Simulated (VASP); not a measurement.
## Static calculation, FePb

System: FePb, 2 atoms in the cell.

VASP input. INCAR
```
ISMEAR = -1
SIGMA = 0.1
ISIF = 2
NBANDS = 21
LASPH = .TRUE.
LMAXMIX = 4
NELM = 200
LREAL = .FALSE.
EDIFF = 1E-8
ALGO = Normal
PREC = Accurate
ENCUT = 680
ISTART = 1
ICHARG = 0
NELMIN = 4
```

KPOINTS
```
mesh
0
Gamma
8 8 6
0 0 0
```

POSCAR
```
FePb
1.0
     3.200000    0.000000    0.000000
     0.000000    3.200000    0.000000
     0.000000    0.000000    4.100000
Fe Pb
1 1
Direct
  0.000000 0.000000 0.000000
  0.500000 0.500000 0.500000
```

Potentials (PBE.64), in the order of POSCAR: Fe_pv Pb_d

The WAVECAR comes from an earlier, cheaper step on the same cell.

Results

```json
{"Pressure": "-10.57 GPa", "Free energy TOTEN": "-9.6178 eV", "Energy (σ→0)": "-9.5317 eV", "Smearing term TS": "86.1 meV/atom", "Valence electrons": "28", "Irreducible k-points": "60"}
```

Stress tensor in GPa, compression positive:
```
 -7.89   0.00   0.00
  0.00  -7.89   0.00
  0.00   0.00 -15.92
```

VASP prints the stress at a fixed plane-wave basis, so it holds the Pulay stress of this cutoff.

The cell is a model and need not be the structure known for this compound. The k-mesh is modest, so these values aren't fully converged in k. Spin polarisation is left out, and a magnetic state may lie lower. Spin–orbit coupling is left out, which matters for 6p elements such as Tl, Pb and Bi.
